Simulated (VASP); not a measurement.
# CIBrF₂: harmonic vibrations of a molecule

CIBrF₂, molecule in box, 5 atoms in the cell. PBE, harmonic vibrations; PAW potentials F, C, Br, I (PBE set).

## Input

INCAR.step1:
```
SYSTEM = CIBrF2
PREC = Accurate
ENCUT = 400
EDIFF = 1E-8
ISMEAR = 0
SIGMA = 0.01
ISYM = 0
LREAL = .FALSE.
LASPH = .TRUE.
NELM = 100
ALGO = Normal
LWAVE = .FALSE.
LCHARG = .FALSE.
IBRION = 2
NSW = 60
ISIF = 2
EDIFFG = -0.002
POTIM = 0.5
```

INCAR.step2, as INCAR.step1 but for:
```
- IBRION = 2
- NSW = 60
- ISIF = 2
- EDIFFG = -0.002
- POTIM = 0.5
+ IBRION = 5
+ NFREE = 2
+ POTIM = 0.015
+ NSW = 1
```

KPOINTS:
```
k-points
0
Gamma
  1 1 1
```

POSCAR.step1:
```
CIBrF2
1.0
   12.0000000000      0.0000000000      0.0000000000
    0.0000000000     12.0000000000      0.0000000000
    0.0000000000      0.0000000000     12.0000000000
F C Br I
2 1 1 1
Direct
    0.3834291700      0.5861208300      0.4803333300
    0.4804875000      0.4953291700      0.5999500000
    0.4729708300      0.5225708300      0.4930750000
    0.4549375000      0.3882041700      0.4057166700
    0.6187375000      0.6152958300      0.4451750000
```

Commands (each step's output is kept before the next begins):
```
cat potpaw_PBE.64/F/POTCAR potpaw_PBE.64/C/POTCAR potpaw_PBE.64/Br/POTCAR potpaw_PBE.64/I/POTCAR > POTCAR
cp INCAR.step1 INCAR
cp POSCAR.step1 POSCAR
mpirun -np 4 vasp_gam > vasp.out
cp CONTCAR POSCAR
cp INCAR.step2 INCAR
mpirun -np 4 vasp_gam > vasp.out
```

## Result

- Vibrations (cm⁻¹; a negative value is imaginary): 1067, 1023, 725, 588, 326, 311, 263, 242, 128
- Zero-point energy (eV): 0.290
- Translations and rotations, which should read zero (cm⁻¹): -13, -7, -1, 0, 2, 3
- Vibrational entropy at 298 K (meV/K): 0.431
- Displaced cells: 30
- Ionic steps, all stages: 49
- Electronic steps, all stages: 886

VASP 6.6.1 took 1506 s on 4 cores (AMD EPYC 7R13 (Zen 3)), a shared host.
